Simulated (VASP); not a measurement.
CSO: single point with PBE+D3(BJ)

CSO:

```
O C S
1.0
     9.39780    0.00000    0.00000
     0.00000    9.39780    0.00000
     0.00000    0.00000    9.39780
O C S
10 10 10
Direct
  0.82700 0.76801 0.60454
  0.52107 0.41216 0.77267
  0.26785 0.90265 0.21870
  0.17690 0.80431 0.83323
  0.75545 0.49328 0.41427
  0.38232 0.02386 0.82573
  0.04612 0.00803 0.41075
  0.16171 0.39356 0.86369
  0.12983 0.20938 0.64968
  0.10072 0.64875 0.51421
  0.74004 0.84633 0.58661
  0.53966 0.51882 0.84030
  0.34812 0.83174 0.28605
  0.07427 0.86870 0.85593
  0.80245 0.44662 0.51939
  0.46563 0.06250 0.90819
  0.98307 0.08650 0.34198
  0.20569 0.41253 0.97365
  0.22063 0.20914 0.56406
  0.04799 0.64255 0.40313
  0.62689 0.96557 0.54207
  0.54227 0.66854 0.90935
  0.42528 0.73085 0.38689
  0.94430 0.97587 0.91054
  0.86577 0.38192 0.65123
  0.57376 0.11907 0.02174
  0.89837 0.18606 0.24562
  0.26783 0.43705 0.12769
  0.33094 0.23659 0.43990
  0.97839 0.61179 0.25474
```

The cell was built by a generator and needn't be a form met in nature.

```json
{
 "Program": "VASP 6.6.1",
 "Task": "single point",
 "Functional": "PBE",
 "Dispersion": "D3(BJ)",
 "Potentials or basis": "VASP PAW PBE potentials, release 64 (O, C, S)",
 "Cutoff": "520 eV",
 "k mesh": "1 × 1 × 1",
 "Occupations": "fermi-dirac, width 0.05 eV",
 "Spin": "no spin polarisation"
}
```

| Item | Value |
| --- | --- |
| Pressure | 1.5 GPa |
| Largest force | 8.662 eV/Å |
| Band gap on the k mesh | 4.11 eV, direct |
| Dispersion energy per atom | -0.079 eV |

Forces on the atoms (eV/Å):
```
O    5.004 -4.975  1.510
O    0.603  1.320  1.334
O    1.071 -0.180  0.018
O    0.562 -0.930 -0.531
O   -0.981  0.380 -0.778
O   -0.829 -0.440 -0.984
O    1.542 -2.076  1.948
O   -1.994 -0.640 -4.747
O    0.295 -0.723  0.046
O    0.862  0.480  1.738
C   -5.761  6.127 -2.070
C   -0.996 -1.466 -1.788
C   -2.276  1.040 -1.008
C   -2.892  3.016  1.810
C   -0.833  0.424 -1.308
C    0.952  0.727  1.155
C   -0.834  0.707 -1.009
C    2.281  0.818  5.443
C    0.304  1.045 -0.801
C   -0.838 -0.802 -2.105
S    0.941 -0.836  0.793
S    0.374  0.197  0.431
S    1.097 -1.091  0.660
S    2.246 -2.204 -1.267
S    1.075 -1.093  2.415
S   -0.064 -0.199 -0.133
S   -0.893  1.257 -0.978
S   -0.118 -0.145 -0.632
S   -0.293 -0.468  0.724
S    0.394  0.733  0.114
```

Stress tensor (GPa, compression positive):
```
 1.37 -0.66  1.67
-0.66  0.81 -1.03
 1.67 -1.03  2.22
```

Levels at points of the mesh, in eV from the valence-band top:
| k point | band 77 | band 78 | band 79 | band 80 | band 81 | band 82 | band 83 | band 84 |
| --- | --- | --- | --- | --- | --- | --- | --- | --- |
| (0.00, 0.00, 0.00) | -0.37 | -0.32 | -0.12 | 0.00 | 4.11 | 4.18 | 4.24 | 4.37 |

Run time: 92 s on 1 thread of Intel(R) Xeon(R) Platinum 8559C (Emerald Rapids), on a shared host, peak memory 0.65 GiB.

Caveat: the standard files for N, O and F lose accuracy on very short bonds.
